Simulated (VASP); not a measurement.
Output of a VASP run:

**OSZICAR**
```
       N       E                     dE             d eps       ncg     rms          rms(c)
DAV:   1     0.221566638919E+02    0.22157E+02   -0.37242E+03   592   0.792E+02
DAV:   2    -0.855957081538E+01   -0.30716E+02   -0.28821E+02   808   0.106E+02
DAV:   3    -0.939325118235E+01   -0.83368E+00   -0.83368E+00   664   0.240E+01
DAV:   4    -0.939675814729E+01   -0.35070E-02   -0.35070E-02   928   0.179E+00
DAV:   5    -0.939675983064E+01   -0.16833E-05   -0.16833E-05   656   0.383E-02    0.444E+00
DAV:   6    -0.908969737672E+01    0.30706E+00   -0.74301E-01   576   0.432E+00    0.338E+00
DAV:   7    -0.904848386932E+01    0.41214E-01   -0.20250E-01   720   0.237E+00    0.206E+00
DAV:   8    -0.904635015659E+01    0.21337E-02   -0.78657E-03   648   0.713E-01    0.697E-01
DAV:   9    -0.904625642541E+01    0.93731E-04   -0.30594E-04   712   0.143E-01    0.222E-01
DAV:  10    -0.904626091290E+01   -0.44875E-05   -0.36000E-05   776   0.386E-02    0.479E-02
DAV:  11    -0.904626214513E+01   -0.12322E-05   -0.60459E-07   624   0.684E-03    0.121E-02
DAV:  12    -0.904626201151E+01    0.13362E-06   -0.49400E-08   320   0.156E-03
   1 F= -.80227069E+01 E0= -.80227069E+01  d E =-.802271E+01
```

### OUTCAR
```
------------------------ aborting loop because EDIFF is reached ----------------------------------------
  FORCE on cell =-STRESS in cart. coord.  units (eV):
  Direction    XX          YY          ZZ          XY          YZ          ZX
  --------------------------------------------------------------------------------------
  Total        1.0226188      1.0226188      1.0226188      0.0000000     -0.0000000      0.0000000
  in kB       49.9542616     49.9542616     49.9542616      0.0000000     -0.0000000      0.0000000
  external PRESSURE =      -0.0457384 kB  Pullay stress =      50.0000000 kB
  volume of cell :       32.80
      direct lattice vectors                 reciprocal lattice vectors
     0.000000000  2.540625256  2.540625256    -0.196801948  0.196801948  0.196801948
     2.540625256  0.000000000  2.540625256     0.196801948 -0.196801948  0.196801948
     2.540625256  2.540625256  0.000000000     0.196801948  0.196801948 -0.196801948
 POSITION                                       TOTAL-FORCE (eV/Angst)
 -----------------------------------------------------------------------------------
      0.00000      0.00000      0.00000        -0.000000     -0.000000      0.000000
      2.54063      2.54063      2.54063         0.000000      0.000000     -0.000000
 -----------------------------------------------------------------------------------
    total drift:                                0.000000      0.000000      0.000000
  FREE ENERGIE OF THE ION-ELECTRON SYSTEM (eV)
  ---------------------------------------------------
  free  energy   TOTEN  =        -9.0462620115 eV

  energy  without entropy=       -9.0462620115  energy(sigma->0) =       -9.04626201
  enthalpy is  TOTEN    =        -8.0227068545 eV   P V=        1.0235551570

 reached required accuracy - stopping structural energy minimisation
```
(Selected blocks of OUTCAR.)

File POSCAR:
```
MgS
1
   -0.0000000000     2.5406252561     2.5406252561
    2.5406252561     0.0000000000     2.5406252561
    2.5406252561     2.5406252561     0.0000000000
Mg S
1 1
Direct
  0.0000000000   0.0000000000   0.0000000000
  0.5000000000   0.5000000000   0.5000000000
```

Problem. Reconstruct the remaining input files.

Solution. Several could match; the one computed here: the input of the run itself, PBEsol GGA, plane waves, VASP's PBE PAW potentials (set 64).

**KPOINTS**
```
Regular mesh
0
Gamma
 9 9 9
```

### INCAR
```
SYSTEM = MgS
PREC = Accurate
ENCUT = 500
EDIFF = 1E-6
NELM = 100
ALGO = Normal
LREAL = .FALSE.
LASPH = .TRUE.
ISMEAR = 0
SIGMA = 0.05
GGA = PS
LWAVE = .FALSE.
LCHARG = .FALSE.
IBRION = 2
ISIF = 3
NSW = 40
EDIFFG = -0.02
PSTRESS = 50
```

POTCAR, in this order: Mg S (PBE.64 set). Program: vasp_std.

The compound is MgS in the rock salt structure. It was relaxed first under an external pressure of 5 GPa.
